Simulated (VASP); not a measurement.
Data:

```xyz
4
Lattice="2.5527 -6.7457 0.0000 2.5527 6.7457 0.0000 0.0000 0.0000 5.0307" Properties=species:S:1:pos:R:3 pbc="T T T"
Sb     2.5527    -0.8635     1.2577
Sb     2.5527     0.8635     3.7731
Pt     2.5527    -4.7861     1.2577
Pt     2.5527     4.7861     3.7731
```

Level of theory: PBE GGA, VASP's PBE PAW potentials (set 64) (plane waves; VASP 6.6.1). Settings: 300 eV cut-off, 3×3×3 Γ-centred mesh, Fermi-Dirac smearing of 0.10 eV, potentials Sb Pt.

Question: Give the energies of bands 5 to 18 at the high-symmetry points, in eV from the Fermi level.

Answer: 
```json
[
 {"band": "5", "Γ": "-1.75", "Y": "-1.68", "C0": "-1.49", "Z": "-1.41", "A0": "-1.71", "T": "-1.28", "S": "-1.59", "R": "-1.79"},
 {"band": "6", "Γ": "-1.38", "Y": "-1.46", "C0": "-1.27", "Z": "-1.41", "A0": "-1.71", "T": "-1.28", "S": "-1.24", "R": "-1.79"},
 {"band": "7", "Γ": "-0.77", "Y": "-0.91", "C0": "-1.07", "Z": "-0.85", "A0": "-0.70", "T": "-0.88", "S": "-1.02", "R": "-0.75"},
 {"band": "8", "Γ": "-0.77", "Y": "-0.78", "C0": "-0.90", "Z": "-0.85", "A0": "-0.70", "T": "-0.88", "S": "-0.94", "R": "-0.75"},
 {"band": "9", "Γ": "-0.76", "Y": "-0.69", "C0": "-0.78", "Z": "-0.64", "A0": "-0.62", "T": "-0.79", "S": "-0.74", "R": "-0.63"},
 {"band": "10", "Γ": "-0.73", "Y": "-0.64", "C0": "-0.78", "Z": "-0.64", "A0": "-0.62", "T": "-0.79", "S": "-0.69", "R": "-0.63"},
 {"band": "11", "Γ": "-0.68", "Y": "-0.63", "C0": "-0.70", "Z": "-0.63", "A0": "-0.58", "T": "-0.64", "S": "-0.63", "R": "-0.56"},
 {"band": "12", "Γ": "-0.67", "Y": "-0.62", "C0": "-0.63", "Z": "-0.63", "A0": "-0.58", "T": "-0.64", "S": "-0.58", "R": "-0.56"},
 {"band": "13", "Γ": "-0.66", "Y": "-0.62", "C0": "-0.57", "Z": "-0.51", "A0": "-0.55", "T": "-0.52", "S": "-0.57", "R": "-0.48"},
 {"band": "14", "Γ": "-0.54", "Y": "-0.43", "C0": "-0.55", "Z": "-0.51", "A0": "-0.55", "T": "-0.52", "S": "-0.38", "R": "-0.48"},
 {"band": "15", "Γ": "-0.28", "Y": "-0.29", "C0": "-0.33", "Z": "-0.15", "A0": "-0.32", "T": "0.81", "S": "-0.28", "R": "-0.24"},
 {"band": "16", "Γ": "0.13", "Y": "-0.06", "C0": "0.09", "Z": "-0.15", "A0": "-0.32", "T": "0.81", "S": "-0.06", "R": "-0.24"},
 {"band": "17", "Γ": "0.24", "Y": "0.44", "C0": "0.73", "Z": "0.86", "A0": "0.64", "T": "1.16", "S": "0.35", "R": "0.37"},
 {"band": "18", "Γ": "1.13", "Y": "1.27", "C0": "2.00", "Z": "0.86", "A0": "0.64", "T": "1.16", "S": "1.94", "R": "0.37"}
]
```

It has no gap at this level: it comes out as a metal or semimetal.

The structure was generated: SbPt was put into an ordered model structure, which need not be its known phase. The cell was not relaxed at this level. The k-mesh is coarse (spacing up to 0.44 per Å, 2π included), so the numbers may not be converged in it.
